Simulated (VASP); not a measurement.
Computed with r2SCAN meta-GGA, VASP's PBE PAW potentials (set 64) (plane waves; VASP).

Gaps are without spin-orbit coupling.

| Property | Value |
|---|---|
| volume per atom | 11.43 Å³/atom |
| band gap (over mesh and band path) | 2.31 eV |
| smallest direct gap (over mesh and band path) | 2.31 eV |

### Question
Which relaxed crystal gives these values?
(A) BN, R3m (160)
(B) GaN, P6_3mc (186)
(C) SiC, P6_3mc (186)
(D) CuI, F-43m (216)

### Answer
B, GaN, P6_3mc (186)
